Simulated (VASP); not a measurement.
# CeO2 with TPSS: from relaxation to properties, part 2 of 3

Wanted: the relaxed cell of CeO2 and its properties. The cell is invented: it takes the structure of COD entry 9009016, HfO2 (space group 225 there), with some of its atoms replaced by other elements, volume scaled by an estimate. It may not be a known or stable phase. The atoms of the start are displaced at random from the sites of a Fm-3m cell.

VASP 6.6.1, plane waves and PAW; the level of theory is named at each step.

Still holding for the runs below: Without U or exact exchange f electrons of an open shell on Ce come out too delocalised, which can shrink the cell and pin f bands at the Fermi level.

So far. Step 3 (Relaxing cell and atoms (TPSS)): It ends with a largest force of 0.005 eV/Å and a pressure of -0.04 GPa.

### Step 4. Density, ELF and potential (TPSS)

This step: TPSS, spin-polarised from a ferromagnetic start (one magnetic atom a cell); plane waves and PAW (Ce, O) (VASP 6.6.1).

The relaxed cell gets a fresh self-consistent run, on a basis set for its own volume, to fix the density and to check the remaining stress.

Input file INCAR:

```
SYSTEM = CeO2
PREC = Accurate
ENCUT = 520
EDIFF = 1E-06
NELM = 100
ISMEAR = -1
SIGMA = 0.05
LREAL = .FALSE.
ALGO = Normal
METAGGA = TPSS
LASPH = .TRUE.
NBANDS = 19
ISPIN = 2
MAGMOM = 1 0 0
LMAXMIX = 6
LORBIT = 11
LWAVE = .FALSE.
LCHARG = .TRUE.
ISIF = 2
LELF = .TRUE.
LVHAR = .TRUE.
```

Input file POSCAR:

```
CeO2
1.0
    0.0000000000      2.7234055300      2.7234055300
    2.7234055300      0.0000000000      2.7234055300
    2.7234055300      2.7234055300      0.0000000000
Ce O
1 2
Direct
    0.5000000000      0.5000000000      0.5000000000
    0.7500000000      0.7500000000      0.7500000000
    0.2500000000      0.2500000000      0.2500000000
```

Input file KPOINTS:

```
Automatic mesh
0
Gamma
7 7 7
0 0 0
```

Potentials, in the order of the species: Ce and O (PBE family, release 64).

The cell reached was symmetrised within 0.01 Å before this step, which raises the operations from 12 to 48, which the run then keeps.

Started as:

```
mpirun -np 1 vasp_std
```

The program printed:

```text
[... set-up lines as in an earlier step ...]
 entering main loop
       N       E                     dE             d eps       ncg     rms          rms(c)
DAV:   1     0.241675068991E+03    0.24168E+03   -0.11024E+04  1560   0.162E+03
DAV:   2     0.283498410840E+02   -0.21333E+03   -0.19023E+03  1872   0.336E+02
DAV:   3    -0.161004086385E+02   -0.44450E+02   -0.39739E+02  2054   0.147E+02
DAV:   4    -0.178676006617E+02   -0.17672E+01   -0.17646E+01  2357   0.339E+01
DAV:   5    -0.179714421042E+02   -0.10384E+00   -0.10380E+00  2416   0.641E+00    0.411E+01
DAV:   6    -0.411924064125E+02   -0.23221E+02   -0.15771E+02  1775   0.125E+02    0.156E+01
DAV:   7    -0.384061176704E+02    0.27863E+01   -0.12233E+01  2272   0.337E+01    0.874E+00
DAV:   8    -0.389271347936E+02   -0.52102E+00   -0.57717E+00  1912   0.447E+01    0.108E+01
DAV:   9    -0.381186354532E+02    0.80850E+00   -0.65656E+00  2193   0.192E+01    0.408E+00
DAV:  10    -0.381372137587E+02   -0.18578E-01   -0.35004E-01  1672   0.500E+00    0.358E+00
DAV:  11    -0.380799246554E+02    0.57289E-01   -0.12954E-01  2379   0.208E+00    0.240E+00
DAV:  12    -0.380199888865E+02    0.59936E-01   -0.29444E-01  2115   0.364E+00    0.938E-01
DAV:  13    -0.380272167437E+02   -0.72279E-02   -0.29733E-02  2137   0.123E+00    0.682E-01
DAV:  14    -0.380267322924E+02    0.48445E-03   -0.73850E-03  2147   0.678E-01    0.437E-01
DAV:  15    -0.380267959252E+02   -0.63633E-04   -0.15652E-03  1848   0.347E-01    0.121E-01
DAV:  16    -0.380267125577E+02    0.83368E-04   -0.18562E-04  2321   0.160E-01    0.866E-02
DAV:  17    -0.380266711982E+02    0.41360E-04   -0.13881E-04  2176   0.888E-02    0.313E-02
DAV:  18    -0.380266914610E+02   -0.20263E-04   -0.20030E-04  2135   0.112E-01    0.279E-02
DAV:  19    -0.380266905613E+02    0.89969E-06   -0.20999E-05  2032   0.354E-02    0.105E-02
DAV:  20    -0.380266899416E+02    0.61968E-06   -0.15840E-06  1000   0.115E-02
   1 F= -.38026690E+02 E0= -.38026690E+02  d E =-.960513E-09  mag=    -0.0000
```

Elapsed: 4.3 min, on 1 MPI rank of AMD EPYC 7R43, shared host; peak memory 0.18 GiB.

Parts of OUTCAR (step 4):

```text
  LATTYP: Found a face centered cubic cell.
 ALAT       =     5.4468110600

 Subroutine GETGRP returns: Found 48 space group operations
 (whereof 48 operations were pure point group operations)

The static configuration has the point symmetry O_h .

 Found     20 irreducible k-points:

   k-points           NKPTS =     20   k-points in BZ     NKDIM =     20   number of bands    NBANDS=     19

   NELECT =      24.0000    total number of electrons

 E-fermi :   6.0128

 spin component 1
 k-point     1 :       0.0000    0.0000    0.0000
  band No.  band energies     occupation
    ...
      8       1.2358      1.00000
      9       1.2358      1.00000
     10       4.4582      1.00000
     11       4.4582      1.00000
     12       4.4582      1.00000
     13       7.3935      0.00000
     14       7.3935      0.00000
     15       7.3935      0.00000
     16       7.5911      0.00000
     17       7.9974      0.00000
    ...

 k-point     2 :       0.1429    0.0000    0.0000
  band No.  band energies     occupation
    ...
      8       1.4183      1.00000
      9       1.7271      1.00000
     10       4.2783      1.00000
     11       4.3827      1.00000
     12       4.3827      1.00000
     13       7.3733      0.00000
     14       7.3733      0.00000
     15       7.3952      0.00000
     16       7.6160      0.00000
     17       7.8256      0.00000
    ...

 k-point     3 :       0.2857    0.0000    0.0000
  band No.  band energies     occupation
    ...
      8       1.8085      1.00000
      9       2.7988      1.00000
     10       4.0012      1.00000
     11       4.2609      1.00000
     12       4.2609      1.00000
     13       7.3037      0.00000
     14       7.3037      0.00000
     15       7.3991      0.00000
     16       7.4313      0.00000
     17       7.7426      0.00000
    ...

 k-point     4 :       0.4286    0.0000    0.0000
  band No.  band energies     occupation
    ...
      8       2.0783      1.00000
      9       3.6138      1.00000
     10       3.8923      1.00000
     11       4.2402      1.00000
     12       4.2402      1.00000
     13       7.0961      0.00000
     14       7.2462      0.00000
     15       7.2462      0.00000
     16       7.4023      0.00000
     17       7.8501      0.00000
    ...

  Total        0.0023736      0.0023736      0.0023736      0.0000000      0.0000000     -0.0000000
  in kB        0.0941341      0.0941341      0.0941341      0.0000000      0.0000000     -0.0000000
  external PRESSURE =       0.0941341 kB  Pullay stress =       0.0000000 kB

  energy-cutoff  :      520.00
  volume of cell :       40.40
      direct lattice vectors                 reciprocal lattice vectors
     0.000000000  2.723405530  2.723405530    -0.183593664  0.183593664  0.183593664
     2.723405530  0.000000000  2.723405530     0.183593664 -0.183593664  0.183593664
     2.723405530  2.723405530  0.000000000     0.183593664  0.183593664 -0.183593664

 POSITION                                       TOTAL-FORCE (eV/Angst)
 -----------------------------------------------------------------------------------
      2.72341      2.72341      2.72341        -0.000000     -0.000000      0.000000
      4.08511      4.08511      4.08511        -0.000000     -0.000000     -0.000000
      1.36170      1.36170      1.36170         0.000000      0.000000      0.000000
 -----------------------------------------------------------------------------------
    total drift:                                0.000000     -0.000000      0.000000

  FREE ENERGIE OF THE ION-ELECTRON SYSTEM (eV)
  ---------------------------------------------------
  free  energy   TOTEN  =       -38.0266899416 eV

  energy  without entropy=      -38.0266899406  energy(sigma->0) =      -38.02668994

 total charge
# of ion       s       p       d       f       tot
--------------------------------------------------
    1        2.038   5.825   0.858   0.916   9.637
    2        1.558   3.429   0.000   0.000   4.987
    3        1.558   3.429   0.000   0.000   4.987
--------------------------------------------------
tot          5.153  12.684   0.858   0.916  19.611

 magnetization (x)
# of ion       s       p       d       f       tot
--------------------------------------------------
    1        0.000   0.000  -0.000  -0.000   0.000
    2       -0.000   0.000   0.000   0.000   0.000
    3       -0.000   0.000   0.000   0.000   0.000
--------------------------------------------------
tot          0.000   0.000  -0.000  -0.000   0.000

[... 2 parts as in an earlier step ...]

[... 10 further parts left out ...]
```

With spin, VASP writes an ELF for each channel.

Numbers from this step:

* SCF cycles: 20
* irreducible k-points: 20
* symmetry operations: 48
* pressure: 0.009413 GPa
* valence top at k: -0.2857, 0.2857, 0
* conduction bottom at k: -0.4286, 0.1429, 0
* least direct gap at k: -0.2857, 0.2857, 0
* gap on the k-mesh: 2.017 eV
* least direct gap on the k-mesh: 2.072 eV

Valence electrons inside each PAW sphere by angular momentum. Sphere charges, by row:

```
atom  s (e)  p (e)  d (e)  f (e)  tot (e)
 Ce1  2.038  5.825  0.858  0.916    9.637
  O2  1.558  3.429      0      0    4.987
  O3  1.558  3.429      0      0    4.987
```

Valence density in the ac plane at fractional y = 0.250, with atoms of O within 0.2 Å of it. It is the smooth field of the valence electrons, not physical close to the nuclei.

Ten steps, logarithmic in the rise over the least value, from '_' (0.0 e/Å³) to '@' (7.1 e/Å³), each cell a mean:
```
____..::--------::..________
______..::------::..________
______..::========--..______
______..--==++++++==--..____
........::==++****++==--....
::::::::::==++******++==::::
--====------==++****++==----
++******++==--==++++++==----
++##%%%%##++==--========----
++##@@@@@@##++--::::--::::--
==**%%@@@@%%**--::........::
::==##%%@@%%**==::..______..
..::==**####**==::..________
__..::==++++++--::..________
```
Columns run along a (3.9 Å), rows up along c (3.9 Å). Atoms in or near the plane, at fractional coordinates: O at (0.25, 0.25).

Electrostatic potential energy in the ac plane at fractional y = 0.250, with atoms of O within 0.2 Å of it. With pseudopotentials it is smooth inside the atoms' cores, unlike the true potential.

Ten even steps from '_' (-48 eV) to '@' (4 eV), each cell a mean:
```
@@@@@@@@@@@@@@@@@@@@@@@@@@@@
@@@@@@@@%%%%%%%%%%@@@@@@@@@@
@@@@@@%%%%##****##%%%%@@@@@@
@@@@@@@@%%**++==++**##%%@@@@
@@@@@@@@%%**==::::==**%%@@@@
@@@@@@@@%%##++::::::++##%%@@
@@@@@@@@@@%%**==::::==**%%@@
@@%%**##%%@@%%**++==++**%%@@
%%++....==%%@@%%##****##%%@@
@@++______==%%@@%%%%%%%%%%@@
@@##..____..##@@@@@@@@%%@@@@
@@@@**..__..**@@@@@@@@@@@@@@
@@@@@@##++++%%@@@@@@@@@@@@@@
@@@@@@@@@@%%@@@@@@@@@@@@@@@@
```
Columns run along a (3.9 Å; values clipped at the 3rd and 97th percentile), rows up along c (3.9 Å). Atoms in or near the plane, at fractional coordinates: O at (0.25, 0.25).

ELF of down spins in the ac plane at fractional y = 0.250, with atoms of O within 0.2 Å of it. It is the smooth field of the valence electrons, not physical close to the nuclei.

Values, 14 rows by 14 columns, each cell a mean:
```
0.04 0.04 0.07 0.13 0.20 0.25 0.25 0.20 0.13 0.07 0.04 0.04 0.06 0.06
0.04 0.03 0.03 0.06 0.12 0.18 0.20 0.18 0.13 0.06 0.03 0.03 0.05 0.06
0.04 0.03 0.03 0.08 0.23 0.42 0.50 0.50 0.43 0.27 0.10 0.03 0.03 0.04
0.05 0.04 0.03 0.08 0.32 0.62 0.73 0.76 0.74 0.61 0.35 0.10 0.03 0.04
0.13 0.13 0.08 0.07 0.24 0.61 0.79 0.84 0.84 0.79 0.61 0.27 0.06 0.07
0.34 0.43 0.35 0.18 0.14 0.41 0.70 0.84 0.86 0.84 0.74 0.43 0.13 0.13
0.53 0.68 0.68 0.51 0.24 0.21 0.48 0.76 0.84 0.84 0.76 0.50 0.18 0.20
0.67 0.81 0.82 0.81 0.66 0.32 0.21 0.48 0.70 0.79 0.73 0.50 0.20 0.25
0.70 0.82 0.77 0.76 0.80 0.65 0.32 0.21 0.41 0.61 0.62 0.42 0.18 0.25
0.66 0.81 0.68 0.50 0.65 0.80 0.66 0.24 0.14 0.24 0.32 0.23 0.12 0.20
0.54 0.79 0.75 0.51 0.50 0.76 0.81 0.51 0.18 0.07 0.08 0.08 0.06 0.13
0.35 0.67 0.80 0.75 0.68 0.77 0.82 0.68 0.35 0.08 0.03 0.03 0.03 0.07
0.14 0.40 0.67 0.79 0.81 0.82 0.81 0.68 0.43 0.13 0.04 0.03 0.03 0.04
0.06 0.14 0.35 0.54 0.66 0.70 0.67 0.53 0.34 0.13 0.05 0.04 0.04 0.04
```
Columns run along a (3.9 Å), rows up along c (3.9 Å). Atoms in or near the plane, at fractional coordinates: O at (0.25, 0.25).

The pressure is 0.01 GPa and the largest force 0.000 eV/Å.

(Continued in part 3 of 3.)

[Lines on the potential files, build, host, timing and source positions are cut from VASP's logs without a mark.]

[Logs are printed without paths, hosts, clocks, repeated set-up lines and the standing remarks that a program may print on its own settings, such as how far it seeks lower states.]

[Hosts, paths, dates, database ids (printed as entryN), source tags and the programs' standing remarks are cut or masked in the printed files.]

[A measured line is paired with the nearest computed mode of its activity, which favours agreement.]

[In band tables of VASP the shares of atoms and orbitals are scaled to a sum of 1 inside the atoms' spheres.]
